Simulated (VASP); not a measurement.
The input files of a VASP run:

INCAR:
```
SYSTEM  =  Ir
PREC  =  Accurate; ENCUT  =  300; LREAL  =  F
LASPH  =  T
EDIFF  =  1E-6; NELM  =  100; ALGO  =  Normal
LMAXMIX  =  6
ISMEAR  =  -1; SIGMA  =  0.1
GGA  =  PE
ISIF  =  2
LWAVE  =  F; LCHARG  =  F
```

### POSCAR
```
Ir
2.6609840
  1.0000000000   0.0000000000   0.0000000000
 -1.0000000000   1.0000000000   0.0000000000
  0.0000000000   0.0000000000   5.9226211056
Ir
4
Cart
  0.0000000000   0.0000000000   2.6005400108
  0.5000000000   0.5000000000   1.8790048493
  0.0000000000   0.0000000000   4.0436162562
  0.5000000000   0.5000000000   3.3220810948
```

### KPOINTS
```
Automatic mesh
0
Gamma
8 6 1
0 0 0
```

POTCAR, in this order: Ir (PBE.64 set). Program: vasp_std.

**Question.** Translate this PBE calculation to Quantum ESPRESSO's pw.x.

**Answer.** One equivalent input (not run):
```
&CONTROL
  calculation = 'scf'
  pseudo_dir = './pseudo'
  outdir = './out'
  tprnfor = .true.
  tstress = .true.
/
&SYSTEM
  ibrav = 0
  nat = 4
  ntyp = 1
  ecutwfc = 68
  occupations = 'smearing'
  smearing = 'fermi-dirac'
  degauss = 0.00735
  input_dft = 'pbe'
/
&ELECTRONS
  conv_thr = 7.3e-08
  electron_maxstep = 100
/
ATOMIC_SPECIES
  Ir 192.217 Ir.upf
CELL_PARAMETERS angstrom
     2.6609840    0.0000000    0.0000000
    -2.6609840    2.6609840    0.0000000
     0.0000000    0.0000000   15.7600000
ATOMIC_POSITIONS crystal
  Ir   0.0000000  0.0000000  0.4390860
  Ir   1.0000000  0.5000000  0.3172590
  Ir   0.0000000  0.0000000  0.6827410
  Ir   1.0000000  0.5000000  0.5609140
K_POINTS automatic
  8 6 1 0 0 0
```
What does not carry over: the potentials are each code's own (VASP's PAW set, PseudoDojo norm-conserving files in pw.x), so ENCUT and ecutwfc are chosen apart and not converted; conv_thr bounds pw.x's estimated SCF error, while EDIFF bounds the energy change between steps.

The cell is a sheet with vacuum, built from a generated structure.
